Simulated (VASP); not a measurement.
Consider the following.

```
ZnS
1.0
    1.90187    -3.29414     0.00000
    1.90187     3.29414     0.00000
    0.00000     0.00000     6.23165
Zn S
2 2
Cartesian
  1.90187  -1.09805   3.11680
  1.90187   1.09805   0.00097
  1.90187  -1.09805   5.45173
  1.90187   1.09805   2.33590
```

Method: PBE GGA with D4 dispersion, VASP's PBE PAW potentials (set 64) (plane waves; VASP 6.6.1). Numerical set-up: 520 eV cut-off, Gaussian smearing of 0.050 eV, potentials Zn S.

### Question
Give the energies of bands 8 to 21 at the high-symmetry points, in eV from the valence-band maximum.

### Answer

```csv
band,Γ,M,K,A,L,H
8,-5.92,-6.00,-5.96,-6.34,-6.05,-5.99
9,-5.92,-5.85,-5.91,-5.87,-5.84,-5.92
10,-5.84,-5.80,-5.89,-5.87,-5.84,-5.92
11,-5.84,-5.73,-5.65,-5.87,-5.67,-5.54
12,-5.68,-5.71,-5.65,-5.87,-5.67,-5.54
13,-5.38,-4.85,-4.33,-2.88,-4.89,-4.78
14,-0.91,-4.14,-4.33,-2.88,-4.89,-4.78
15,-0.91,-3.30,-3.88,-0.47,-1.64,-3.07
16,-0.07,-2.26,-2.34,-0.47,-1.64,-3.07
17,0.00,-1.70,-2.34,-0.47,-1.63,-1.36
18,0.00,-0.90,-2.10,-0.47,-1.63,-1.36
19,2.24,3.66,4.26,3.57,3.56,4.51
20,3.10,4.27,5.93,3.57,3.56,4.51
21,6.30,5.12,5.93,6.76,5.22,6.36
```

The gap is direct, 2.24 eV, from the valence maximum at Γ to the conduction minimum at Γ.

Measured: gap 3.91 eV (computed value off by -1.67 eV), as given by Mehmet Aras et al., The Journal of Chemical Physics (2014), arXiv:1312.4272.

The compound is ZnS in the wurtzite structure, the high-temperature form. It was relaxed first.
